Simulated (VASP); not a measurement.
Computed with RPBE GGA, VASP's PBE PAW potentials (set 64) (plane waves; VASP 6.6.1).

The input files of a VASP run:

**INCAR**
```
SYSTEM = CsBr
PREC = Accurate
ENCUT = 520
EDIFF = 1E-7
NELM = 100
ALGO = Normal
LREAL = .FALSE.
LASPH = .TRUE.
ISMEAR = 0
SIGMA = 0.05
GGA = RP
LMAXMIX = 4
LWAVE = .FALSE.
LCHARG = .FALSE.
ISIF = 2
```

### KPOINTS
```
Automatic mesh
0
Gamma
6 6 6
0 0 0
```

### POSCAR
```
CsBr
1
    4.5306700744     0.0000000000     0.0000000000
    0.0000000000     4.5306700744     0.0000000000
    0.0000000000     0.0000000000     4.5306700744
Cs Br
1 1
Direct
  0.0000000000   0.0000000000   0.0000000000
  0.5000000000   0.5000000000   0.5000000000
```

POTCAR, in this order: Cs_sv Br (PBE.64 set). Program: vasp_std.

Unless said otherwise, spin-orbit coupling is left out, though it shifts the bands of the heavy elements here.

Question: Estimate the energy per atom (σ→0), band gap (on the k-mesh).

Answer: 
| Property | Result |
|---|---|
| energy per atom (σ→0) | -2.827 eV/atom |
| band gap (on the k-mesh) | 4.23 eV |

### OSZICAR
```
...
DAV:   7    -0.564113311556E+01    0.39759E-01   -0.24123E-01   572   0.253E+00    0.693E-01
DAV:   8    -0.565215067851E+01   -0.11018E-01   -0.25011E-02   532   0.121E+00    0.128E-01
DAV:   9    -0.565350352023E+01   -0.13528E-02   -0.35143E-03   568   0.416E-01    0.984E-02
DAV:  10    -0.565382212598E+01   -0.31861E-03   -0.44331E-04   536   0.206E-01    0.123E-02
DAV:  11    -0.565383726314E+01   -0.15137E-04   -0.40459E-05   576   0.470E-02    0.658E-03
DAV:  12    -0.565384130120E+01   -0.40381E-05   -0.17172E-05   516   0.341E-02    0.193E-03
DAV:  13    -0.565384135453E+01   -0.53324E-07   -0.26127E-07   592   0.455E-03
   1 F= -.56538414E+01 E0= -.56538414E+01  d E =-.274116E-14
```

The compound is CsBr in the CsCl type structure. This cell is one point of a volume scan, at 0.97 of the reference volume.
